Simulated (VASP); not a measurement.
The system is InP.

```
In P
1.0
     0.00000    2.94500    2.94500
     2.94500    0.00000    2.94500
     2.94500    2.94500    0.00000
In P
1 1
Cartesian
  0.0000 0.0000 0.0000
  1.4725 1.4725 1.4725
```

The cell was built by a generator and needn't be a form met in nature.

```yaml
Program: VASP 6.6.1
Task: relaxation of cell and atoms
Functional: LDA
Potentials_or_basis: VASP PAW LDA potentials, release 64 (In_d, P)
Cutoff: 600 eV
k_mesh: 10 × 10 × 10
Occupations: gaussian, width 0.02 eV
Spin: no spin polarisation
```

At the start: pressure -2.1 GPa; volume 25.54 Å³/atom.

Question: Where does the relaxation end?

Answer: Over 3 steps the energy falls by 5.3 meV/atom and the volume is 24.75 Å³/atom (-3.1 %); space group F-43m (No. 216, to 0.05 Å).

Step by step:
```
step  energy change (eV)  largest force (eV/Å)  pressure (GPa)  volume (Å³)
   1              0.0000                0.0000           -2.10        51.08
   2             -0.0072                0.0000            1.29        48.65
   3             -0.0106                0.0000           -0.02        49.51
```

Final structure:
```
In P
1.0
     0.00000    2.91443    2.91443
     2.91443    0.00000    2.91443
     2.91443    2.91443    0.00000
In P
1 1
Direct
  0.00000 0.00000 0.00000
  0.25000 0.25000 0.25000
```
